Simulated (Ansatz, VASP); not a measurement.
# Ba3Mg: VASP beside Ansatz

Aim: how closely do two programs agree when they are given the same cell, functional and k mesh? The cell is invented: As first built, before any earlier steps moved the atoms (in the runner's words): it takes the Sr3Mg structure with some of its atoms replaced by other elements, volume scaled by an estimate. It may not be a known or stable phase.

Main program and level: Ansatz 0.2.0; plane waves, with VASP 6.6.1 beside it; band structure at PBEsol with D4 and band structure at LDA.

**1. The starting structure**

Symmetry: P-6m2, No. 187, hexagonal system. The conventional cell has a = 4.475 Å, b = 4.475 Å, c = 12.839 Å, α = 90.00°, β = 90.00°, γ = 120.00°. Nearest to Ba lie 12 Ba at 4.47 to 4.55 Å. Ba has 3 Mg at 3.72 Å and 9 Ba at 4.47 to 4.55 Å nearest. Nearest to Mg lie 6 Ba at 3.72 Å. As first built, before any earlier steps moved the atoms (in the runner's words): sites of the Sr3Mg structure (space group 187) filled with other elements, volume scaled by an estimate. Farther neighbours are not listed.

**2. VASP: band structure, PBEsol with D4**

A single point gives forces, pressure and levels at one fixed geometry, so differences don't come from the geometry; what else differs is listed under the comparison.

Lines of VASP's logs that name or quote its potential files are left out, and so is its time.

INCAR

```
SYSTEM = Ba3Mg
PREC = Accurate
ENCUT = 400
EDIFF = 1E-06
NELM = 100
ISMEAR = -1
SIGMA = 0.05
LREAL = .FALSE.
ALGO = Normal
GGA = PS
IVDW = 13
ISPIN = 2
MAGMOM = 0.5 0.5 0.5 0
LORBIT = 11
LWAVE = .FALSE.
LCHARG = .FALSE.
KPAR = 2
```

POSCAR

```
Ba3Mg
1.0
    4.4745901924      0.0000000000      0.0000000000
   -2.2372950962      3.8751086997      0.0000000000
    0.0000000000      0.0000000000     12.8393913397
Ba Mg
3 1
Direct
    0.3333333300      0.6666666700      0.0000000000
    0.0000000000      0.0000000000      0.2917522910
    0.0000000000      0.0000000000      0.7082477090
    0.3333333300      0.6666666700      0.5000000000
```

KPOINTS

```
Automatic mesh
0
Gamma
6 6 2
0 0 0
```

KPOINTS_OPT

```
Line mode
16
Line-mode
Reciprocal
  0.00000000   0.00000000   0.00000000 GAMMA
  0.50000000   0.00000000   0.00000000 M

  0.50000000   0.00000000   0.00000000 M
  0.33333333   0.33333333   0.00000000 K

  0.33333333   0.33333333   0.00000000 K
  0.00000000   0.00000000   0.00000000 GAMMA

  0.00000000   0.00000000   0.00000000 GAMMA
  0.00000000   0.00000000   0.50000000 A

  0.00000000   0.00000000   0.50000000 A
  0.50000000   0.00000000   0.50000000 L

  0.50000000   0.00000000   0.50000000 L
  0.33333333   0.33333333   0.50000000 H

  0.33333333   0.33333333   0.50000000 H
  0.00000000   0.00000000   0.50000000 A

  0.50000000   0.00000000   0.50000000 L
  0.50000000   0.00000000   0.00000000 M

  0.33333333   0.33333333   0.00000000 K
  0.33333333   0.33333333   0.50000000 H
```

Potentials, in the order of the species: Ba_sv and Mg (PBE family, release 64).

Launch:

```console
$ mpirun -np 2 vasp_std
```

Numbers of over 12 decimals in the logs are rounded to 6 here.

The program printed:

```text
[banner, memory and clock lines left out]
running    2 mpi-ranks, on    1 nodes
 distrk:  each k-point on    1 cores,    2 groups
 distr:  one band on    1 cores,    1 groups

 POSCAR found type information on POSCAR BaMg
 POSCAR found :  2 types and       4 ions
|                                                                             |
|               ----> ADVICE to this user running VASP <----                  |
|                                                                             |
|     You enforced a specific xc type in the INCAR file but a different       |
|     [... a line on the potential file left out ...]
|     I HOPE YOU KNOW WHAT YOU ARE DOING!                                     |
|                                                                             |

 LDA part: xc-table for (Slater+PW92), standard interpolation
 POSCAR, INCAR and KPOINTS ok, starting setup
 FFT: planning ... GRIDC
 FFT: planning ... GRID_SOFT
 FFT: planning ... GRID
 WAVECAR not read
 entering main loop
       N       E                     dE             d eps       ncg     rms          rms(c)
DAV:   1     0.229038842497E+03    0.22904E+03   -0.10828E+04  1176   0.980E+02
DAV:   2     0.121010891096E+02   -0.21694E+03   -0.21289E+03  1592   0.218E+02
DAV:   3    -0.666099821843E+01   -0.18762E+02   -0.18534E+02  1647   0.699E+01
DAV:   4    -0.778013996450E+01   -0.11191E+01   -0.11100E+01  1870   0.147E+01
DAV:   5    -0.779927350705E+01   -0.19134E-01   -0.19083E-01  1523   0.196E+00    0.370E+00
DAV:   6    -0.777642620979E+01    0.22847E-01   -0.20202E-01  1472   0.189E+00    0.187E+00
DAV:   7    -0.779193321376E+01   -0.15507E-01   -0.68358E-02  1594   0.124E+00    0.103E+00
DAV:   8    -0.780237211261E+01   -0.10439E-01   -0.18722E-02  1552   0.701E-01    0.375E-01
DAV:   9    -0.780527758523E+01   -0.29055E-02   -0.28633E-03  1662   0.248E-01    0.203E-01
DAV:  10    -0.780861180018E+01   -0.33342E-02   -0.15568E-03  1511   0.152E-01    0.134E-01
DAV:  11    -0.781122413783E+01   -0.26123E-02   -0.11406E-03  1480   0.124E-01    0.879E-02
DAV:  12    -0.781258236435E+01   -0.13582E-02   -0.10580E-03  1463   0.103E-01    0.471E-02
DAV:  13    -0.781292939114E+01   -0.34703E-03   -0.36576E-04  1657   0.559E-02    0.314E-02
DAV:  14    -0.781313906458E+01   -0.20967E-03   -0.35895E-04  1470   0.601E-02    0.187E-02
DAV:  15    -0.781319476509E+01   -0.55701E-04   -0.97440E-05  1624   0.286E-02    0.131E-02
DAV:  16    -0.781322015039E+01   -0.25385E-04   -0.32881E-05  1570   0.178E-02    0.737E-03
DAV:  17    -0.781322939683E+01   -0.92464E-05   -0.14782E-05  1478   0.126E-02    0.426E-03
DAV:  18    -0.781323245706E+01   -0.30602E-05   -0.50547E-06  1404   0.792E-03    0.188E-03
DAV:  19    -0.781323295803E+01   -0.50098E-06   -0.10438E-06  1038   0.373E-03
   1 F= -.81020832E+01 E0= -.80851670E+01  d E =-.338324E-01  mag=    -0.0001
 Start KPOINTS_OPT (optional k-point list driver)
k-point batch [1-14\144]
       N       E                     dE             ncg
DAV:   1    -0.192908733086E+04   -0.61098E+04     1176
DAV:   2    -0.515759636164E+04   -0.32285E+04     1584
DAV:   3    -0.544687771316E+04   -0.28928E+03     1751
DAV:   4    -0.546176289302E+04   -0.14885E+02     1782
DAV:   5    -0.546199689082E+04   -0.23400E+00     1601
DAV:   6    -0.546200934082E+04   -0.12450E-01     1902
DAV:   7    -0.546200948656E+04   -0.14575E-03     1673
DAV:   8    -0.546200949690E+04   -0.10335E-04     1366
DAV:   9    -0.546200949768E+04   -0.78240E-06     1052
[...]
k-point batch [141-144\144]
       N       E                     dE             ncg
DAV:   1     0.767393781979E+04   -0.40435E+04      336
DAV:   2     0.687108915144E+04   -0.80285E+03      490
DAV:   3     0.681565264348E+04   -0.55437E+02      435
DAV:   4     0.681281691979E+04   -0.28357E+01      547
DAV:   5     0.681272169958E+04   -0.95220E-01      486
DAV:   6     0.681271632242E+04   -0.53772E-02      576
DAV:   7     0.681271603523E+04   -0.28719E-03      459
DAV:   8     0.681271601407E+04   -0.21160E-04      448
DAV:   9     0.681271601319E+04   -0.87408E-06      387
```

OUTCAR, selected parts (step 2):

```text
ion  position               nearest neighbor table
   1  0.333  0.667  0.000-   2 4.55   3 4.55   2 4.55   3 4.55   2 4.55   3 4.55
   2  0.000  0.000  0.292-   4 3.72   4 3.72   4 3.72   1 4.55   1 4.55   1 4.55
   3  0.000  0.000  0.708-   4 3.72   4 3.72   4 3.72   1 4.55   1 4.55   1 4.55
   4  0.333  0.667  0.500-   2 3.72   3 3.72   2 3.72   3 3.72   2 3.72   3 3.72

  LATTYP: Found a hexagonal cell.
 ALAT       =     4.4745901924
 C/A-ratio  =     2.8694005010

 Subroutine GETGRP returns: Found 12 space group operations
 (whereof 12 operations were pure point group operations)

The static configuration has the point symmetry D_3h.

 Found     14 irreducible k-points:

   k-points           NKPTS =     14   k-points in BZ     NKDIM =     14   number of bands    NBANDS=     21

   dimension x,y,z NGX =    30 NGY =   30 NGZ =   84
   dimension x,y,z NGXF=    60 NGYF=   60 NGZF=  168

   ENCUT  =  400.0 eV  29.40 Ry    5.42 a.u.   7.30  7.30 20.94*2*pi/ulx,y,z

   NELECT =      32.0000    total number of electrons

 k-points in reciprocal lattice and weights: Automatic mesh
   0.00000000  0.00000000  0.00000000       0.014
   0.16666667  0.00000000  0.00000000       0.083
   0.33333333  0.00000000  0.00000000       0.083
   0.50000000 -0.00000000  0.00000000       0.042
   0.16666667  0.16666667  0.00000000       0.083
   0.33333333  0.16666667  0.00000000       0.167
   0.33333333  0.33333333  0.00000000       0.028
   0.00000000  0.00000000  0.50000000       0.014
   0.16666667  0.00000000  0.50000000       0.083
[...]
0.33333333  0.16666667  0.50000000       0.167
   0.33333333  0.33333333  0.50000000       0.028

 average (electrostatic) potential at core
       1 -39.5373       2 -39.3644       3 -39.3644       4 -40.3785

 E-fermi :   1.4596

 spin component 1
 k-point     1 :       0.0000    0.0000    0.0000
  band No.  band energies     occupation
    ...
     12     -12.3185      1.00000
     13      -2.2403      1.00000
     14      -0.6262      1.00000
     15      -0.4998      1.00000
     16       0.8333      1.00000
     17       2.2856      0.00000
     18       2.6909      0.00000
     19       3.0996      0.00000
     20       3.0996      0.00000
     21       3.2947      0.00000

 k-point     2 :       0.1667    0.0000    0.0000
  band No.  band energies     occupation
    ...
     12     -12.3387      1.00000
     13      -1.9344      1.00000
     14      -0.3088      1.00000
     15      -0.0970      1.00000
     16       1.1670      0.99713
     17       1.9856      0.00003
     18       2.4972      0.00000
     19       2.6571      0.00000
     20       2.8706      0.00000
     21       2.8968      0.00000

 k-point     3 :       0.3333    0.0000    0.0000
  band No.  band energies     occupation
    ...
     12     -12.3785      1.00000
     13      -1.1844      1.00000
     14       0.2822      1.00000
     15       0.6308      1.00000
     16       1.3248      0.93676
     17       1.5980      0.05906
     18       1.8154      0.00081
     19       2.2991      0.00000
     20       2.3100      0.00000
     21       2.6849      0.00000

 k-point     4 :       0.5000   -0.0000    0.0000
  band No.  band energies     occupation
    ...
     12     -12.3982      1.00000
     13      -0.5456      1.00000
     14       0.2868      1.00000
     15       0.7487      1.00000
     16       0.9748      0.99994
     17       1.6275      0.03360
     18       1.6579      0.01857
     19       2.0404      0.00001
     20       2.1623      0.00000
     21       2.8847      0.00000

 k-point     5 :       0.1667    0.1667    0.0000
  band No.  band energies     occupation
    ...
     11     -12.3878      1.00000
     12     -12.3871      1.00000
     13      -1.4028      1.00000
     14       0.2010      1.00000
     15       0.5495      1.00000
     16       1.6195      0.03920
     17       1.6432      0.02477
     18       1.8989      0.00015
     19       2.3477      0.00000
     20       2.5077      0.00000
    ...

 k-point     6 :       0.3333    0.1667    0.0000
  band No.  band energies     occupation
    ...
     12     -12.4404      1.00000
     13      -0.6115      1.00000
     14       0.6400      1.00000
     15       1.0455      0.99975
     16       1.2744      0.97597
     17       1.6536      0.02021
     18       1.6626      0.01693
     19       2.0911      0.00000
     20       2.1715      0.00000
     21       2.4078      0.00000

  DFT-D4 for vdW energy calculation

  Edisp (eV):   -0.28885

  Total      -1.24075    -1.24075    -1.17714     0.00000     0.00000     0.00000
  in kB      -8.92921    -8.92921    -8.47146     0.00000     0.00000     0.00000
  external pressure =       -8.78 kB  Pullay stress =        0.00 kB

  energy-cutoff  :      400.00
  volume of cell :      222.63
      direct lattice vectors                 reciprocal lattice vectors
     4.474590192  0.000000000  0.000000000     0.223484153  0.129028639  0.000000000
    -2.237295096  3.875108700  0.000000000     0.000000000  0.258057277  0.000000000
     0.000000000  0.000000000 12.839391340     0.000000000  0.000000000  0.077885312

 POSITION                                       TOTAL-FORCE (eV/Angst)
 -----------------------------------------------------------------------------------
     -0.00000      2.58341      0.00000         0.000000      0.000000      0.000000
      0.00000      0.00000      3.74592        -0.000000      0.000000      0.003100
      0.00000      0.00000      9.09347        -0.000000      0.000000     -0.003100
     -0.00000      2.58341      6.41970        -0.000000      0.000000      0.000000
 -----------------------------------------------------------------------------------
    total drift:                                0.000014     -0.000008     -0.000000

  FREE ENERGIE OF THE ION-ELECTRON SYSTEM (eV)
  ---------------------------------------------------
  free  energy   TOTEN  =        -8.1020831921 eV

  energy  without entropy=       -8.0682508016  energy(sigma->0) =       -8.08516700

 total charge
# of ion       s       p       d       tot
------------------------------------------
    1        2.067   5.539   0.268   7.875
    2        2.059   5.544   0.282   7.885
    3        2.059   5.544   0.282   7.885
    4        0.266   0.072   0.002   0.341
--------------------------------------------------
tot          6.451  16.700   0.834  23.985

 magnetization (x)
# of ion       s       p       d       tot
------------------------------------------
    1        0.000   0.000   0.000   0.000
    2       -0.000  -0.000  -0.000  -0.000
    3       -0.000  -0.000  -0.000  -0.000
    4        0.000  -0.000  -0.000  -0.000
--------------------------------------------------
tot          0.000  -0.000   0.000   0.000

[... 6 further parts left out ...]
```

Harder data sets than Ba_sv exist (the GW ones), and pressures, volumes and forces can shift noticeably with them. Dispersion corrections of this kind ignore metallic screening and tend to overbind metals.

[end of part 1 of 2]

[Lines on the potential files, build, host, timing and source positions are cut from VASP's logs without a mark.]

[Logs are printed without paths, hosts, clocks, repeated set-up lines and the standing remarks that a program may print on its own settings, such as how far it seeks lower states.]

[Hosts, paths, dates, database ids (printed as entryN), source tags and the programs' standing remarks are cut or masked in the printed files.]
